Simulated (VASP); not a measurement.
These are PBE GGA, VASP's PBE PAW potentials (set 64) (plane waves; VASP 6.6.1) values and carry that method's errors.

The input files of a VASP run:

### INCAR
```
SYSTEM = NiSi2
PREC = Accurate
ENCUT = 500
EDIFF = 1E-6
NELM = 100
ALGO = Normal
LREAL = .FALSE.
LASPH = .TRUE.
ISMEAR = 1
SIGMA = 0.1
GGA = PE
LMAXMIX = 4
LWAVE = .FALSE.
LCHARG = .FALSE.
IBRION = 2
ISIF = 3
NSW = 40
EDIFFG = -0.02
PSTRESS = 450
```

### KPOINTS
```
Automatic
0
Gamma
  10 10 10
```

File POSCAR:
```
NiSi2
1.0
  0.0000000000   2.5494552145   2.5494552145
  2.5494552145   0.0000000000   2.5494552145
  2.5494552145   2.5494552145   0.0000000000
Si Ni
2 1
direct
  0.2500000000   0.2500000000   0.2500000000
  0.7500000000   0.7500000000   0.7500000000
  1.0000000000   1.0000000000   0.0000000000
```

POTCAR, in this order: Si Ni (PBE.64 set). Program: vasp_std.

The run wrote:

**OSZICAR**
```
       N       E                     dE             d eps       ncg     rms          rms(c)
DAV:   1     0.721098138616E+02    0.72110E+02   -0.81020E+03  1254   0.145E+03
DAV:   2    -0.145273472070E+02   -0.86637E+02   -0.81870E+02  1252   0.259E+02
DAV:   3    -0.187091146829E+02   -0.41818E+01   -0.40523E+01  1590   0.624E+01
DAV:   4    -0.187826613754E+02   -0.73547E-01   -0.73460E-01  1450   0.791E+00
DAV:   5    -0.187843204495E+02   -0.16591E-02   -0.16586E-02  1614   0.126E+00    0.187E+01
DAV:   6    -0.216968741512E+02   -0.29126E+01   -0.49339E+01  1347   0.178E+02    0.215E+01
DAV:   7    -0.165612236393E+02    0.51357E+01   -0.14790E+01  1480   0.115E+02    0.414E+00
DAV:   8    -0.166015658599E+02   -0.40342E-01   -0.16734E+00  1870   0.196E+01    0.314E+00
DAV:   9    -0.165281667671E+02    0.73399E-01   -0.32821E-01  1456   0.143E+01    0.589E-01
DAV:  10    -0.165267700220E+02    0.13967E-02   -0.24329E-02  1589   0.402E+00    0.265E-01
DAV:  11    -0.165264128356E+02    0.35719E-03   -0.23298E-03  1861   0.107E+00    0.717E-02
DAV:  12    -0.165264395321E+02   -0.26696E-04   -0.19332E-04  1866   0.220E-01    0.276E-02
DAV:  13    -0.165264363268E+02    0.32053E-05   -0.14079E-05  1894   0.825E-02    0.153E-02
DAV:  14    -0.165264367456E+02   -0.41872E-06   -0.14359E-06  1026   0.167E-02
   1 F= -.72180571E+01 E0= -.72180979E+01  d E =-.721806E+01
```

### OUTCAR
```
------------------------ aborting loop because EDIFF is reached ----------------------------------------
  FORCE on cell =-STRESS in cart. coord.  units (eV):
  Direction    XX          YY          ZZ          XY          YZ          ZX
  --------------------------------------------------------------------------------------
  Total        9.3010297      9.3010297      9.3010297     -0.0000000      0.0000000     -0.0000000
  in kB      449.6446756    449.6446756    449.6446756     -0.0000000      0.0000000     -0.0000000
  external PRESSURE =      -0.3553244 kB  Pullay stress =     450.0000000 kB
  volume of cell :       33.14
      direct lattice vectors                 reciprocal lattice vectors
     0.000000000  2.549455215  2.549455215    -0.196120331  0.196120331  0.196120331
     2.549455215  0.000000000  2.549455215     0.196120331 -0.196120331  0.196120331
     2.549455215  2.549455215  0.000000000     0.196120331  0.196120331 -0.196120331
 POSITION                                       TOTAL-FORCE (eV/Angst)
 -----------------------------------------------------------------------------------
      1.27473      1.27473      1.27473         0.000000      0.000000     -0.000000
      3.82418      3.82418      3.82418        -0.000000     -0.000000      0.000000
      0.00000      0.00000      0.00000        -0.000000     -0.000000     -0.000000
 -----------------------------------------------------------------------------------
    total drift:                               -0.000000     -0.000000      0.000000
  FREE ENERGIE OF THE ION-ELECTRON SYSTEM (eV)
  ---------------------------------------------------
  free  energy   TOTEN  =       -16.5264367456 eV

  energy  without entropy=      -16.5265593358  energy(sigma->0) =      -16.52647761
  enthalpy is  TOTEN    =        -7.2180570792 eV   P V=        9.3083796663

 reached required accuracy - stopping structural energy minimisation
```
(Selected blocks of OUTCAR.)

The compound is NiSi2 in the fluorite structure. It was relaxed first under an external pressure of 45 GPa. The run is not spin-polarised, so no magnetic state was tried.
